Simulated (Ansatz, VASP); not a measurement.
**P: VASP beside Ansatz**

Wanted: the spread between two codes on one cell, functional and k mesh. The cell is taken from a series of VASP runs on this material, whose earlier steps may have relaxed, scaled or displaced it; both programs get it as it stands.

Calculated with Ansatz 0.2.0; plane waves, with VASP 6.6.1 beside it; relaxation of cell and atoms at r2SCAN with rVV10 and band structure at HSE06.

## Step 1: The structure

It takes space group Cmce (No. 64, orthorhombic). The conventional cell has a = 3.304 Å, b = 10.658 Å, c = 4.452 Å, α = 90.00°, β = 90.00°, γ = 90.00°. Nearest to P lie 3 P at 2.21 to 2.24 Å.

Coordinates:

```cif
data_structure
_symmetry_space_group_name_H-M 'Cmce'
_symmetry_Int_Tables_number 64
_cell_length_a 3.3039
_cell_length_b 10.6576
_cell_length_c 4.4525
_cell_angle_alpha 90.000
_cell_angle_beta 90.000
_cell_angle_gamma 90.000
_cell_volume 156.78
loop_
_atom_site_label
_atom_site_type_symbol
_atom_site_symmetry_multiplicity
_atom_site_Wyckoff_symbol
_atom_site_fract_x
_atom_site_fract_y
_atom_site_fract_z
_atom_site_occupancy
P1 P 8 f 0.50000 0.59899 0.08558 1
```

## Step 2: Ansatz: relaxation of cell and atoms, r2SCAN with rVV10

Ansatz runs on its default PAW (the set named soft_2) files.

The relaxed volume is the usual yardstick between codes: its relative difference is about their pressure difference at one cell divided by the bulk modulus.

Input file input.yaml:

```yaml
crystal:
  lattice:
    - [1.651965504, -5.3287980838, 0.0]
    - [1.651965504, 5.3287980838, 0.0]
    - [0.0, 0.0, 4.4524799763]
  atoms:
    - { symbol: P, position: [0.9010063699, 0.0989936301, 0.0855836695] }
    - { symbol: P, position: [0.5989936301, 0.4010063699, 0.5855836695] }
    - { symbol: P, position: [0.0989936301, 0.9010063699, 0.9144163305] }
    - { symbol: P, position: [0.4010063699, 0.5989936301, 0.4144163305] }
hamiltonian:
  xc: r2scan
  pseudopotentials: { kind: paw }
  dispersion: rvv10
kpoints:
  mp_grid: { grid: [6, 6, 5] }
scf:
  occupations: { method: gaussian, width: 0.05 }
relax:
  f_tol: 0.01
  max_steps: 60
  cell: { stress_tol: 0.05 }
output:
  forces: true
  stress: true
  write_density: true
  write_potential: true
  elf: true
  volumetric_format: npy
```

Launch:

```console
$ ansatz run input.yaml --threads 4 --pin off --max-ram 9216MiB --backend cpu --events-out ev --progress --plain --runs-dir out
```

Numbers of over 12 decimals in the logs are rounded to 6 here.

Log:

```text
Engine: ansatz 0.2.0, aarch64-unknown-linux-gnu
Pseudopotentials: kind: paw
Pseudopotential: P, paw, valence charge 5, recommended cutoff 500 eV (meta_gga), P.paw.azcp
Functional definition: r2SCAN+rVV10
  parameter k0 = 0.174
  parameter k1 = 0.065
  parameter a1 = 4.9479
  exchange = r2scan_x(k0 = k0, k1 = k1, a1 = a1)
  correlation = r2scan_c + rvv10(11.95, 0.0093)
Crystal: 4 atoms, lattice volume = 78.390 Å³
Basis set: ecut = 500 eV, 1965 PW (Γ), exchange–correlation on 192×192×160 points (64 copies of the dense FFT grid, shifted against one another)
Bands: 14, of which v1, the nominal top of the filled ones, is band 10 counted from 1 (9 counted from 0)
Symmetry: 8 space group operations
Space group: Cmce (ITA 64), of the structure as read, at distance tolerance 4.3e-5 Å
k-points: 39 of 180
Non-local potential: P, projectors of the file, l = 0: 2, l = 1: 2, l = 2: 2
PAW form: soft (Blöchl's): semilocal exchange-correlation on the pseudo side does not see the compensation charge
rVV10 density: all electrons in the spheres
PAW frozen core: P, regenerated for the run's functional (the file was generated under x = pbe(κ = 0.804, μ = 0.219515), c = pbe(β = 0.066725))
PAW one-centre angular grid: P, 302 points (default); XC on 160 Gauss nodes
Initial density: superposition of atomic densities (neutral atoms: chi_scale 0, normalization atom), corrected by the library's trained network
Initial wavefunctions: pseudopotential atomic-orbital guess
Functional: x = r2scan, c = r2scan + rvv10(b = 11.95, C = 0.0093); τ floored in thin density (d = 2e-4 eV/Å³)
SCF iter   1: F=—  HF=-3034.627916 eV  |F-HF|=—  |Δ(HF+E_count)|=         —  Δρ=4.69e-3  dr2=2.19e-2  dr2_τ=3.32e-2  ethr=1.77e-3  ⟨swp⟩=7.6  Hψ=4096  notcnv=0
preconditioner: auto → Kerker (q_TF=auto, 2.173 Å⁻¹)  [metal: Δε(μ)=0.040 eV  Ē_g=9.512 eV  σ=0.050 eV  W_gap=0.43  n_scr=12 (ndim 8)  ℏωp=18.8 eV  f_vac=0.000  D(μ)=0.21/eV (n_scr^D=0)]
SCF iter   2: F=—  HF=-3034.659978 eV  |F-HF|=—  |Δ(HF+E_count)|=   3.21e-2  Δρ=2.96e-3  dr2=8.31e-3  dr2_τ=1.48e-4  ethr=1.09e-4  ⟨swp⟩=2.8  Hψ=1441  notcnv=0
SCF iter   3: F=—  HF=-3034.658329 eV  |F-HF|=—  |Δ(HF+E_count)|=   1.65e-3  Δρ=3.77e-4  dr2=3.56e-4  dr2_τ=4.75e-5  ethr=4.15e-5  ⟨swp⟩=2.6  Hψ=892  notcnv=0
SCF iter   4: F=—  HF=-3034.658285 eV  |F-HF|=—  |Δ(HF+E_count)|=   4.38e-5  Δρ=2.31e-4  dr2=1.18e-4  dr2_τ=2.66e-6  ethr=1.78e-6  ⟨swp⟩=2.4  Hψ=800  notcnv=0
SCF iter   5: F=—  HF=-3034.658278 eV  |F-HF|=—  |Δ(HF+E_count)|=   7.36e-6  Δρ=6.07e-5  dr2=2.45e-6  dr2_τ=2.84e-7  ethr=5.89e-7  ⟨swp⟩=2.0  Hψ=813  notcnv=0
SCF iter   6: F=—  HF=-3034.658283 eV  |F-HF|=—  |Δ(HF+E_count)|=   5.62e-6  Δρ=1.43e-5  dr2=9.80e-8  dr2_τ=1.43e-8  ethr=5.00e-10  ⟨swp⟩=9.9  Hψ=4647  notcnv=0
SCF iter   7: F=-3034.658283 eV  HF=-3034.658283 eV  |F-HF|=4.38e-9  |Δ(HF+E_count)|=   4.61e-8  Δρ=4.09e-6  dr2=1.06e-8  dr2_τ=4.38e-10  ethr=4.90e-10  ⟨swp⟩=9.7  Hψ=4495  notcnv=0
SCF 1 converged in 7 iterations: F = -3034.658283 eV  dr2 = 1.06e-8
  greatest PAW one-centre occupation: 0.805 electrons in one spin orbital (limit 2), on the P atom at site 3 (counted from 0), in its partial waves of l = 0
relax step   1: F+E_penalty+E_count = -3034.65828318 eV  Δ(F+E_penalty+E_count) = +0.000e0 eV  max|allowed force component| = 8.068e-2 eV/Å  Δτ_max = 0.0000 Å  P = +0.569 GPa  Ω = 78.390 Å³  (7 SCF iters, dr2 threshold 1.00e-7 eV, accepted)
[...]
relax step   2: F+E_penalty+E_count = -3034.65926698 eV  Δ(F+E_penalty+E_count) = -9.838e-4 eV  max|allowed force component| = 2.705e-2 eV/Å  Δτ_max = 0.0022 Å  P = +0.253 GPa  Ω = 78.633 Å³  energy of the carried Pulay correction = -2.585e-5 eV  (3 SCF iters, dr2 threshold 4.00e-7 eV, accepted)
[...]
relax step   3: F+E_penalty+E_count = -3034.65949233 eV  Δ(F+E_penalty+E_count) = -2.254e-4 eV  max|allowed force component| = 1.133e-2 eV/Å  Δτ_max = 0.0023 Å  P = -0.079 GPa  Ω = 78.759 Å³  energy of the carried Pulay correction = -3.921e-5 eV  (3 SCF iters, dr2 threshold 3.59e-7 eV, accepted)
[...]
relax step   4: F+E_penalty+E_count = -3034.65955188 eV  Δ(F+E_penalty+E_count) = -5.955e-5 eV  max|allowed force component| = 2.591e-3 eV/Å  Δτ_max = 0.0011 Å  P = -0.016 GPa  Ω = 78.647 Å³  energy of the carried Pulay correction = -2.731e-5 eV  (3 SCF iters, dr2 threshold 4.60e-8 eV, accepted)
[...]
relax step   5: F+E_penalty+E_count = -3034.65957985 eV  Δ(F+E_penalty+E_count) = -2.797e-5 eV  max|allowed force component| = 2.553e-3 eV/Å  Δτ_max = 0.0000 Å  P = -0.016 GPa  Ω = 78.647 Å³  stress off target by 4.14e-2 GPa  SCF on the basis re-selected at this cell (its energy is not comparable with the rows above)  (5 SCF iters)
basis re-selected at this cell: Δ(F+E_penalty+E_count) = -2.797e-5 eV, ΔP = +0.000 GPa vs the last step (what re-selecting the basis moved, of the pressure what is left beyond the Pulay correction that the steps carried, after the strain that the cell walked since its last selection, with what the two solves' SCF thresholds leave and, on support functions, any second-order correction that the steps lacked; it is no m [...]
SCF converged after 5 iterations
Free energy (F): -3034.659580 eV
Harris-Foulkes:  -3034.659580 eV  (|F-HF|=2.73e-12)
Internal energy: -3034.659303 eV  (E = F + TS)
E sigma→0 (E₀):  -3034.659441 eV
Entropy (-TS):   -0.000277 eV (-0.069 meV/atom)
Fermi energy:    7.371601 eV
--- Per-component energies (eV) ---
  E_band       = 1.563775
  E_kinetic    = 279.540249
  E_local      = -300.404422  (includes V_loc(G=0)·N_el)
  E_nonlocal   = 133.085524
  E_hartree    = 84.139895
  E_xc         = -230.823141
  E_vxc        = -259.601734  (∫ρ·V_xc dr)
  E_paw        = -2303.019168  (= ΣΔE_a)
  E_vpaw       = -31.333601  (= ΣTr[D̂ρ^β])
  E_aug_tail   = 0.000002  (compensation charges beyond the density's cutoff)
  E_vtau       = 11.998000  (kinetic-family band-sum trace: ∫τ·v_τ [+ j·A + Jᵃ·Aᵃ] dr)
  E_ewald      = -696.814874
  E_core_change = -0.363369  (= ΣΔE_core)
  E_smearing   = -0.000277  (= −TS)
  E_closure    = -0.000000  (closes the sum)
  Σ components = -3034.659580   (vs F -3034.659580, Δ=0.00e0)
--- Forces (eV/Å), atoms counted from 1 ---
  atom   1  P     -0.00000000    -0.00255301     0.00240806
  atom   2  P      0.00000000     0.00255301     0.00240806
  atom   3  P      0.00000000     0.00255301    -0.00240806
  atom   4  P     -0.00000000    -0.00255301    -0.00240806
  max |Σ_I F_I| component: 8.67e-19 eV/Å
--- Stress (GPa, compression-positive) ---
        0.015035      -0.000000       0.000000
       -0.000000      -0.020791      -0.000000
        0.000000      -0.000000      -0.041351
  P = ⅓ Tr σ = -0.0157 GPa (-0.157 kbar)
--- Band table (eV; the first three rows and the last of 39) ---
  k-point 0: bands = [... 6 lower, 2.8983, 4.2635, 4.4606, 5.8572, 7.9473, 8.4693, 9.2991, 10.3188]
  k-point 1: bands = [... 6 lower, 3.0635, 4.3639, 4.6580, 5.5280, 8.5672, 8.9972, 9.4109, 10.0093]
  k-point 2: bands = [... 6 lower, 3.5013, 4.0209, 4.8265, 6.2629, 8.6778, 8.9390, 9.8828, 10.5436]
  k-point 38: bands = [... 6 lower, 4.0444, 4.2202, 5.1646, 6.1260, 8.5547, 8.8452, 9.6700, 10.1392]
--- Relaxed structure (4 steps of the walk, 4 accepted, 1 SCFs on fresh bases) ---
  F+E_penalty+E_count = -3034.65957985 eV   max|allowed force component| = 2.553e-3 eV/Å   (the final SCF, on the basis selected at the relaxed cell)
  cell:  # Å, volume = 78.6466 Å³
    - [1.654631, -5.339493, 0.0]
    - [1.654631, 5.339493, 0.0]
    - [0.0, 0.0, 4.450913]
  atoms:
    - { symbol: P, position: [0.900778, 0.099222, 0.084677] }
    - { symbol: P, position: [0.599222, 0.400778, 0.584677] }
    - { symbol: P, position: [0.099222, 0.900778, 0.915323] }
    - { symbol: P, position: [0.400778, 0.599222, 0.415323] }
```

The job ended after 20 s (4 threads of Arm Neoverse V1, shared host; peak memory 0.84 GiB).

(Continued in part 2 of 3.)

[Lines on the potential files, build, host, timing and source positions are cut from VASP's logs without a mark.]

[Logs are printed without paths, hosts, clocks, repeated set-up lines and the standing remarks that a program may print on its own settings, such as how far it seeks lower states.]

[Hosts, paths, dates, database ids (printed as entryN), source tags and the programs' standing remarks are cut or masked in the printed files.]
